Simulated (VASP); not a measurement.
VASP ran on this input.

INCAR:
```
SYSTEM = Cd
PREC = Accurate; ENCUT = 400; LREAL = .FALSE.
LASPH = .TRUE.
EDIFF = 1E-2; NELM = 100; ALGO = Normal
LMAXMIX = 4
ISMEAR = 1; SIGMA = 0.1
GGA = PE
ISIF = 2
LWAVE = .FALSE.; LCHARG = .FALSE.
```

File POSCAR:
```
Cd
1
    1.5120550000    -2.5748210000     0.0000000000
    1.5120550000     2.5748210000     0.0000000000
    0.0000000000     0.0000000000     5.7200160000
Cd
2
Direct
  0.3333330000   0.6666670000   0.2500000000
  0.6764400000   0.3431060000   0.7500000000
```

### KPOINTS
```
K-points
0
Gamma
  13 13 6
```

POTCAR, in this order: Cd (PBE.64 set). Program: vasp_std.

Problem. Write an equivalent input for Ansatz.

Solution. One equivalent input (not run):
Ansatz 0.2 input:
```yaml
crystal:
  lattice:
    - [1.5120550, -2.5748210, 0.0000000]
    - [1.5120550, 2.5748210, 0.0000000]
    - [0.0000000, 0.0000000, 5.7200160]
  atoms:
    - { symbol: Cd, position: [0.3333330, 0.6666670, 0.2500000] }
    - { symbol: Cd, position: [0.6764400, 0.3431060, 0.7500000] }
kpoints:
  mp_grid: { grid: [13, 13, 6] }
hamiltonian:
  xc: pbe
  pseudopotentials: { kind: paw }
scf:
  occupations: { method: methfessel_paxton, width: 0.1 }
  max_iter: 100
output: { forces: true, stress: true, eigenvalues: true }
```
Limits of the translation: each code has its own PAW files, so the cut-off isn't converted (ENCUT is set for VASP's; basis.ecutwfc is left out, and Ansatz then takes the one that its files recommend); Ansatz stops its SCF on the density residual and VASP on the energy change (EDIFF).

The compound is Cd in the hcp structure. The cell was not relaxed at this level, atoms are displaced from their ideal sites. The run is one of a series of settings (EDIFF = 1E-2 against the base run), some of them coarse on purpose.
